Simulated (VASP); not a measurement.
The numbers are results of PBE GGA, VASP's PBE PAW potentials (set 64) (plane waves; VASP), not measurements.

VASP input:

**POSCAR**
```
Mg27S27
1
    0.0000000000     7.8339540856     7.8339540856
    7.8339540856     0.0000000000     7.8339540856
    7.8339540856     7.8339540856     0.0000000000
Mg S
27 27
Direct
  0.0000000000   0.0000000000   0.0000000000
  0.0000000000   0.0000000000   0.3333330000
  0.0000000000   0.0000000000   0.6666670000
  0.0000000000   0.3333330000   0.0000000000
  0.0000000000   0.3333330000   0.3333330000
  0.0000000000   0.3333330000   0.6666670000
  0.0000000000   0.6666670000   0.0000000000
  0.0000000000   0.6666670000   0.3333330000
  0.0000000000   0.6666670000   0.6666670000
  0.3333330000   0.0000000000   0.0000000000
  0.3333330000   0.0000000000   0.3333330000
  0.3333330000   0.0000000000   0.6666670000
  0.3333330000   0.3333330000   0.0000000000
  0.3333330000   0.3333330000   0.3333330000
  0.3333330000   0.3333330000   0.6666670000
  0.3333330000   0.6666670000   0.0000000000
  0.3333330000   0.6666670000   0.3333330000
  0.3333330000   0.6666670000   0.6666670000
  0.6666670000   0.0000000000   0.0000000000
  0.6666670000   0.0000000000   0.3333330000
  0.6666670000   0.0000000000   0.6666670000
  0.6666670000   0.3333330000   0.0000000000
  0.6666670000   0.3333330000   0.3333330000
  0.6666670000   0.3333330000   0.6666670000
  0.6666670000   0.6666670000   0.0000000000
  0.6666670000   0.6666670000   0.3333330000
  0.6666670000   0.6666670000   0.6666670000
  0.1666670000   0.1666670000   0.1666670000
  0.1666670000   0.1666670000   0.5000000000
  0.1666670000   0.1666670000   0.8333330000
  0.1666670000   0.5000000000   0.1666670000
  0.1666670000   0.5000000000   0.5000000000
  0.1666670000   0.5000000000   0.8333330000
  0.1666670000   0.8333330000   0.1666670000
  0.1666670000   0.8333330000   0.5000000000
  0.1666670000   0.8333330000   0.8333330000
  0.5000000000   0.1666670000   0.1666670000
  0.5000000000   0.1666670000   0.5000000000
  0.5000000000   0.1666670000   0.8333330000
  0.5000000000   0.5000000000   0.1666670000
  0.5000000000   0.5000000000   0.5000000000
  0.5000000000   0.5000000000   0.8333330000
  0.5000000000   0.8333330000   0.1666670000
  0.5000000000   0.8333330000   0.5000000000
  0.5000000000   0.8333330000   0.8333330000
  0.8333330000   0.1666670000   0.1666670000
  0.8333330000   0.1666670000   0.5000000000
  0.8333330000   0.1666670000   0.8333330000
  0.8333330000   0.5000000000   0.1666670000
  0.8333330000   0.5000000000   0.5000000000
  0.8333330000   0.5000000000   0.8333330000
  0.8333330000   0.8333330000   0.1666670000
  0.8333330000   0.8333330000   0.5000000000
  0.8333330000   0.8333330000   0.8333330000
```

### INCAR
```
# general
SYSTEM  = Mg27S27
PREC    = Normal
ENCUT   = 400
LREAL   = Auto
LASPH   = .True.
SYMPREC = 1E-4

# electronic loop
EDIFF   = 1E-5
NELM    = 100
NELMIN  = 4
ALGO    = Fast

# smearing
ISMEAR  = 0
SIGMA   = 0.05

# functional
GGA     = PE

# ions
IBRION  = 2
NSW     = 20
ISIF    = 2
EDIFFG  = -0.03

# output
LWAVE   = .True.
LCHARG  = .False.
```

KPOINTS:
```
Automatic mesh
0
Gamma
1 1 1
0 0 0
```

POTCAR, in this order: Mg S (PBE.64 set). Program: vasp_gam.

Output of the run:

OSZICAR:
```
       N       E                     dE             d eps       ncg     rms          rms(c)
DAV:   1     0.148706965758E+04    0.14871E+04   -0.83532E+04   272   0.115E+03
DAV:   2    -0.111527958076E+02   -0.14982E+04   -0.14199E+04   440   0.225E+02
DAV:   3    -0.228573493825E+03   -0.21742E+03   -0.21556E+03   312   0.884E+01
DAV:   4    -0.236176483900E+03   -0.76030E+01   -0.75896E+01   312   0.183E+01
DAV:   5    -0.236332082127E+03   -0.15560E+00   -0.15540E+00   344   0.283E+00    0.223E+01
RMM:   6    -0.224563690693E+03    0.11768E+02   -0.24024E+01   272   0.790E+00    0.160E+01
RMM:   7    -0.223543837637E+03    0.10199E+01   -0.19106E+01   272   0.716E+00    0.114E+01
RMM:   8    -0.224197970087E+03   -0.65413E+00   -0.78305E+00   272   0.471E+00    0.109E+01
RMM:   9    -0.223396673935E+03    0.80130E+00   -0.22242E+00   272   0.262E+00    0.113E+00
RMM:  10    -0.223421104849E+03   -0.24431E-01   -0.37243E-01   272   0.117E+00    0.355E-01
RMM:  11    -0.223422842991E+03   -0.17381E-02   -0.23002E-02   272   0.385E-01    0.953E-02
RMM:  12    -0.223423447609E+03   -0.60462E-03   -0.48585E-03   272   0.163E-01    0.115E-01
RMM:  13    -0.223423427476E+03    0.20133E-04   -0.19784E-03   288   0.904E-02    0.436E-02
RMM:  14    -0.223423461672E+03   -0.34197E-04   -0.33877E-04   278   0.427E-02    0.243E-02
RMM:  15    -0.223423469328E+03   -0.76561E-05   -0.61773E-05   233   0.184E-02
   1 F= -.22342347E+03 E0= -.22342347E+03  d E =-.223423E+03
```

### OUTCAR
```
------------------------ aborting loop because EDIFF is reached ----------------------------------------
  FORCE on cell =-STRESS in cart. coord.  units (eV):
  Direction    XX          YY          ZZ          XY          YZ          ZX
  --------------------------------------------------------------------------------------
  Total        8.9485627      8.9485627      8.9485627     -0.0000000      0.0000000     -0.0000000
  in kB       14.9104520     14.9104520     14.9104520     -0.0000000      0.0000000     -0.0000000
  external PRESSURE =      14.9104520 kB  Pullay stress =       0.0000000 kB
  volume of cell :      961.55
      direct lattice vectors                 reciprocal lattice vectors
     0.000000000  7.833954086  7.833954086    -0.063824729  0.063824729  0.063824729
     7.833954086  0.000000000  7.833954086     0.063824729 -0.063824729  0.063824729
     7.833954086  7.833954086  0.000000000     0.063824729  0.063824729 -0.063824729
 POSITION                                       TOTAL-FORCE (eV/Angst)
 -----------------------------------------------------------------------------------
      0.00000      0.00000      0.00000         0.000000      0.000000      0.000000
      2.61132      2.61132      0.00000         0.000000      0.000000      0.000000
      5.22264      5.22264      0.00000         0.000000      0.000000      0.000000
      2.61132      0.00000      2.61132         0.000000      0.000000      0.000000
      5.22263      2.61132      2.61132         0.000000      0.000000      0.000000
      7.83395      5.22264      2.61132         0.000000      0.000000      0.000000
      5.22264      0.00000      5.22264         0.000000      0.000000      0.000000
      7.83395      2.61132      5.22264         0.000000      0.000000      0.000000
     10.44528      5.22264      5.22264         0.000000      0.000000      0.000000
      0.00000      2.61132      2.61132         0.000000      0.000000      0.000000
      2.61132      5.22263      2.61132         0.000000      0.000000      0.000000
      5.22264      7.83395      2.61132         0.000000      0.000000      0.000000
      2.61132      2.61132      5.22263         0.000000      0.000000      0.000000
      5.22263      5.22263      5.22263         0.000000      0.000000      0.000000
      7.83395      7.83395      5.22263         0.000000      0.000000      0.000000
      5.22264      2.61132      7.83395         0.000000      0.000000      0.000000
      7.83395      5.22263      7.83395         0.000000      0.000000      0.000000
     10.44528      7.83395      7.83395         0.000000      0.000000      0.000000
      0.00000      5.22264      5.22264         0.000000      0.000000      0.000000
      2.61132      7.83395      5.22264         0.000000      0.000000      0.000000
      5.22264     10.44528      5.22264         0.000000      0.000000      0.000000
      2.61132      5.22264      7.83395         0.000000      0.000000      0.000000
      5.22263      7.83395      7.83395         0.000000      0.000000      0.000000
      7.83395     10.44528      7.83395         0.000000      0.000000      0.000000
      5.22264      5.22264     10.44528         0.000000      0.000000      0.000000
      7.83395      7.83395     10.44528         0.000000      0.000000      0.000000
     10.44528     10.44528     10.44528         0.000000      0.000000      0.000000
      2.61132      2.61132      2.61132         0.000000      0.000000      0.000000
      5.22264      5.22264      2.61132         0.000000      0.000000     -0.000000
      7.83395      7.83395      2.61132         0.000000      0.000000     -0.000000
      5.22264      2.61132      5.22264        -0.000000     -0.000000      0.000000
      7.83395      5.22264      5.22264         0.000000     -0.000000      0.000000
     10.44527      7.83395      5.22264        -0.000000     -0.000000     -0.000000
      7.83395      2.61132      7.83395         0.000000     -0.000000      0.000000
     10.44527      5.22264      7.83395        -0.000000     -0.000000      0.000000
     13.05658      7.83395      7.83395        -0.000000     -0.000000     -0.000000
      2.61132      5.22264      5.22264         0.000000      0.000000      0.000000
      5.22264      7.83395      5.22264        -0.000000      0.000000     -0.000000
      7.83395     10.44527      5.22264         0.000000      0.000000      0.000000
      5.22264      5.22264      7.83395         0.000000     -0.000000     -0.000000
      7.83395      7.83395      7.83395         0.000000      0.000000      0.000000
     10.44527     10.44527      7.83395        -0.000000     -0.000000     -0.000000
      7.83395      5.22264     10.44527        -0.000000     -0.000000     -0.000000
     10.44527      7.83395     10.44527        -0.000000      0.000000     -0.000000
     13.05658     10.44527     10.44527        -0.000000      0.000000      0.000000
      2.61132      7.83395      7.83395        -0.000000     -0.000000      0.000000
      5.22264     10.44527      7.83395        -0.000000     -0.000000     -0.000000
      7.83395     13.05658      7.83395        -0.000000     -0.000000     -0.000000
      5.22264      7.83395     10.44527         0.000000     -0.000000      0.000000
      7.83395     10.44527     10.44527         0.000000     -0.000000      0.000000
     10.44527     13.05658     10.44527        -0.000000     -0.000000     -0.000000
      7.83395      7.83395     13.05658         0.000000      0.000000     -0.000000
     10.44527     10.44527     13.05658        -0.000000      0.000000     -0.000000
     13.05658     13.05658     13.05658         0.000000      0.000000      0.000000
 -----------------------------------------------------------------------------------
    total drift:                               -0.000000     -0.000000      0.000000
  FREE ENERGIE OF THE ION-ELECTRON SYSTEM (eV)
  ---------------------------------------------------
  free  energy   TOTEN  =      -223.4234693285 eV

  energy  without entropy=     -223.4234693285  energy(sigma->0) =     -223.42346933

 reached required accuracy - stopping structural energy minimisation
```
(Selected blocks of OUTCAR.)

The supercell is sampled at Γ alone, which is coarse: total energies, pressure and levels can be off, energies of defects by several tenths of an eV.

The cell is a supercell, built from a database entry that may be metastable or hypothetical.
